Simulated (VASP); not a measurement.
# FeSi (P2_13) in VASP: a series of runs, part 2 of 2

VASP 6.6.1. Earlier steps stand in the parts before.

## 3. Relaxation of cell and atoms, LDA

This run uses another cell than the first one, of 11.78 Å³/atom, 1.071 times its volume.

INCAR

```
SYSTEM = FeSi
  ALGO = Normal
  EDIFF = 1E-6
  EDIFFG = -0.01
  ENCUT = 600
  IBRION = 2
  ISIF = 3
  ISMEAR = 0
  KPAR = 2
  LASPH = .TRUE.
  LCHARG = .FALSE.
  LREAL = .FALSE.
  LWAVE = .FALSE.
  NELM = 80
  NSW = 90
  PREC = Accurate
  SIGMA = 0.03
```

KPOINTS

```
k-points
0
G
  8 8 8
  0 0 0
```

POSCAR

```
FeSi
1.0
    4.5507000000      0.0000000000      0.0000000000
    0.0000000000      4.5507000000      0.0000000000
    0.0000000000      0.0000000000      4.5507000000
Fe Si
4 4
Direct
    0.1365200000      0.1365200000      0.1365200000
    0.3634800000      0.8634800000      0.6365200000
    0.6365200000      0.3634800000      0.8634800000
    0.8634800000      0.6365200000      0.3634800000
    0.8424000000      0.8424000000      0.8424000000
    0.6576000000      0.1576000000      0.3424000000
    0.3424000000      0.6576000000      0.1576000000
    0.1576000000      0.3424000000      0.6576000000
```

Potentials or basis: VASP PAW LDA potentials, release 64 (Fe, Si).

Run with:

```sh
$ cat potpaw_LDA.64/Fe/POTCAR potpaw_LDA.64/Si/POTCAR > POTCAR
$ mpirun -np 2 vasp_std > vasp.out
```

It took 3.4 min on 2 MPI ranks of AMD EPYC 9R45 (Zen 5), shared host; peak memory 0.24 GiB.

Results (log left out):

```
Free energy                            : -66.5587 eV
Relaxed volume                         : 10.45 Å³/atom
Relaxed cell                           : a = 4.373 Å, b = 4.373 Å, c = 4.373 Å, α = 90.00°, β = 90.00°, γ = 90.00°
Space group after relaxing (to 0.05 Å) : P2_13 (No. 198)
Energy gained by relaxing              : 113.0 meV/atom
Ionic steps                            : 10
Pressure after relaxing                : 0.0 GPa
Largest force after relaxing           : 0.008 eV/Å
Band gap on the k mesh                 : 0.13 eV, indirect (least direct gap 0.16 eV)
```

Forces on the atoms (eV/Å):
```
Fe   0.004  0.004  0.004
Fe  -0.004 -0.004  0.004
Fe   0.004 -0.004 -0.004
Fe  -0.004  0.004 -0.004
Si   0.002  0.002  0.002
Si  -0.002 -0.002  0.002
Si   0.002 -0.002 -0.002
Si  -0.002  0.002 -0.002
```

Step by step:
```
step  energy change (eV)  largest force (eV/Å)  pressure (GPa)  volume (Å³)
   1              0.0000                0.3608          -24.25        94.24
   2              0.9571                1.2368           57.00        71.96
   3             -0.8972                0.1409           -1.15        84.10
   4             -0.8986                0.1592           -0.29        83.81
   5             -0.8985                0.1725            0.31        83.61
   6             -0.9030                0.0648            0.48        83.55
   7             -0.9033                0.0326            0.41        83.53
   8             -0.9033                0.0039           -0.67        83.83
   9             -0.9036                0.0187           -0.12        83.67
  10             -0.9037                0.0076           -0.03        83.64
```

Final structure:
```
Fe Si
1.0
     4.37325    0.00000    0.00000
     0.00000    4.37325    0.00000
     0.00000    0.00000    4.37325
Fe Si
4 4
Cartesian
  0.5996 0.5996 0.5996
  1.5870 3.7737 2.7862
  2.7862 1.5870 3.7737
  3.7737 2.7862 1.5870
  3.6771 3.6771 3.6771
  2.8827 0.6961 1.4905
  1.4905 2.8827 0.6961
  0.6961 1.4905 2.8827
```

Levels at points of the mesh, in eV from the valence-band top:
| k point | band 22 | band 23 | band 24 | band 25 | band 26 | band 27 |
| --- | --- | --- | --- | --- | --- | --- |
| (0.00, 0.00, 0.00) | -0.29 | -0.05 | -0.05 | 0.69 | 0.69 | 0.69 |
| (0.50, 0.00, 0.00) | -0.41 | -0.02 | -0.02 | 0.18 | 0.18 | 1.82 |
| (0.50, 0.50, 0.00) | -1.09 | -0.38 | -0.38 | 0.66 | 0.66 | 1.38 |
| (0.50, 0.50, 0.50) | -0.71 | -0.71 | -0.71 | 0.48 | 0.48 | 0.48 |

Caveat: the volume moved by -11 % from the deposited cell, more than functionals usually miss. Spin polarisation is off, so any magnetic state and its effect on volume and gap are missing.

## 4. Relaxation of cell and atoms, LDA

This run uses another cell than the first one, of 10.45 Å³/atom, 0.951 times its volume.

Changes to INCAR since step 3:

```diff
@@ -2,4 +2,4 @@
   ALGO = Normal
-  EDIFF = 1E-6
-  EDIFFG = -0.01
+  EDIFF = 1E-7
+  EDIFFG = -0.005
   ENCUT = 600
```

KPOINTS is that of step 3.

POSCAR

```
FeSi                                    
1.0
    4.3732531026      0.0000000000     -0.0000000000
   -0.0000000000      4.3732531026      0.0000000000
   -0.0000000000      0.0000000000      4.3732531026
  Fe              Si            
     4     4
Direct
     0.1371026429377525    0.1371026429377525    0.1371026429377525
     0.3628973570622475    0.8628973570622476    0.6371026429377524
     0.6371026429377524    0.3628973570622475    0.8628973570622476
     0.8628973570622476    0.6371026429377524    0.3628973570622475
     0.8408249735693887    0.8408249735693887    0.8408249735693887
     0.6591750264306113    0.1591750264306114    0.3408249735693886
     0.3408249735693886    0.6591750264306113    0.1591750264306114
     0.1591750264306114    0.3408249735693886    0.6591750264306113
```

Potentials or basis: VASP PAW LDA potentials, release 64 (Fe, Si).

Run with:

```sh
$ cat potpaw_LDA.64/Fe/POTCAR potpaw_LDA.64/Si/POTCAR > POTCAR
$ mpirun -np 2 vasp_std > vasp.out
```

OUTCAR:

```text
SYSTEM = FeSi
   EDIFF = 1E-7
   EDIFFG = -0.005
   ENCUT = 600
   IBRION = 2
   ISIF = 3
   ISMEAR = 0
   LASPH = .TRUE.
   LREAL = .FALSE.
   NELM = 80
   NSW = 90
   PREC = Accurate

 ion  position               nearest neighbor table
   1  0.137  0.137  0.137-   5 2.24   6 2.27   8 2.27   7 2.27   6 2.45   8 2.45   7 2.45   3 2.68
                             4 2.68   2 2.68   2 2.68   4 2.68   3 2.68
   2  0.363  0.863  0.637-   6 2.24   5 2.27   7 2.27   8 2.27   7 2.45   5 2.45   8 2.45   1 2.68
                             1 2.68   3 2.68   3 2.68   4 2.68   4 2.68
   3  0.637  0.363  0.863-   7 2.24   6 2.27   8 2.27   5 2.27   8 2.45   6 2.45   5 2.45   1 2.68
                             4 2.68   2 2.68   2 2.68   4 2.68   1 2.68
   4  0.863  0.637  0.363-   8 2.24   7 2.27   5 2.27   6 2.27   5 2.45   7 2.45   6 2.45   1 2.68
[... 1049 lines left out ...]
 VOLUME and BASIS-vectors are now :
 -----------------------------------------------------------------------------
  energy-cutoff  :      600.00
  volume of cell :       83.60
      direct lattice vectors                 reciprocal lattice vectors
     4.372589736  0.000000000  0.000000000     0.228697422 -0.000000000  0.000000000
     0.000000000  4.372589736  0.000000000    -0.000000000  0.228697422  0.000000000
    -0.000000000 -0.000000000  4.372589736     0.000000000 -0.000000000  0.228697422

 POSITION                                       TOTAL-FORCE (eV/Angst)
 -----------------------------------------------------------------------------------
      0.59970      0.59970      0.59970         0.002831      0.002831      0.002831
      1.58660      3.77289      2.78599        -0.002831     -0.002831      0.002831
      2.78599      1.58660      3.77289         0.002831     -0.002831     -0.002831
      3.77289      2.78599      1.58660        -0.002831      0.002831     -0.002831
      3.67669      3.67669      3.67669         0.001316      0.001316      0.001316
      2.88219      0.69590      1.49040        -0.001316     -0.001316      0.001316
      1.49040      2.88219      0.69590         0.001316     -0.001316     -0.001316
      0.69590      1.49040      2.88219        -0.001316      0.001316     -0.001316
 -----------------------------------------------------------------------------------
    total drift:                               -0.000000     -0.000000      0.000000

  FREE ENERGIE OF THE ION-ELECTRON SYSTEM (eV)
  ---------------------------------------------------
  free  energy   TOTEN  =       -66.5555972504 eV

  energy  without entropy=      -66.5555692567  energy(sigma->0) =      -66.55558325

 reached required accuracy - stopping structural energy minimisation
```

Wall time 52 s (2 MPI ranks of AMD EPYC 9R45 (Zen 5), shared host); peak memory 0.22 GiB.

What came out:

| Item | Value |
| --- | --- |
| Free energy | -66.5556 eV |
| Relaxed volume | 10.45 Å³/atom |
| Relaxed cell | a = 4.373 Å, b = 4.373 Å, c = 4.373 Å, α = 90.00°, β = 90.00°, γ = 90.00° |
| Space group after relaxing (to 0.05 Å) | P2_13 (No. 198) |
| Energy gained by relaxing | 0.0 meV/atom |
| Ionic steps | 2 |
| Pressure after relaxing | 0.0 GPa |
| Largest force after relaxing | 0.005 eV/Å |
| Band gap on the k mesh | 0.13 eV, indirect (least direct gap 0.15 eV) |

Forces in eV/Å, atoms in the order of the input:
```
Fe   0.003  0.003  0.003
Fe  -0.003 -0.003  0.003
Fe   0.003 -0.003 -0.003
Fe  -0.003  0.003 -0.003
Si   0.001  0.001  0.001
Si  -0.001 -0.001  0.001
Si   0.001 -0.001 -0.001
Si  -0.001  0.001 -0.001
```

Final structure:
```
Fe Si
1.0
     4.37259    0.00000    0.00000
     0.00000    4.37259    0.00000
     0.00000    0.00000    4.37259
Fe Si
4 4
Direct
  0.13715 0.13715 0.13715
  0.36285 0.86285 0.63715
  0.63715 0.36285 0.86285
  0.86285 0.63715 0.36285
  0.84085 0.84085 0.84085
  0.65915 0.15915 0.34085
  0.34085 0.65915 0.15915
  0.15915 0.34085 0.65915
```

Levels at points of the mesh, in eV from the valence-band top:
| k point | band 20 | band 21 | band 22 | band 23 | band 24 | band 25 | band 26 | band 27 | band 28 | band 29 |
| --- | --- | --- | --- | --- | --- | --- | --- | --- | --- | --- |
| (0.00, 0.00, 0.00) | -0.29 | -0.29 | -0.29 | -0.05 | -0.05 | 0.69 | 0.69 | 0.69 | 3.30 | 3.30 |
| (0.50, 0.00, 0.00) | -1.34 | -0.41 | -0.41 | -0.02 | -0.02 | 0.18 | 0.18 | 1.82 | 1.82 | 2.43 |
| (0.50, 0.50, 0.00) | -1.38 | -1.09 | -1.09 | -0.38 | -0.38 | 0.66 | 0.66 | 1.38 | 1.38 | 2.95 |
| (0.50, 0.50, 0.50) | -0.80 | -0.71 | -0.71 | -0.71 | -0.71 | 0.48 | 0.48 | 0.48 | 0.48 | 5.96 |

A k mesh can miss the band edges. Spin polarisation is off, so any magnetic state and its effect on volume and gap are missing.
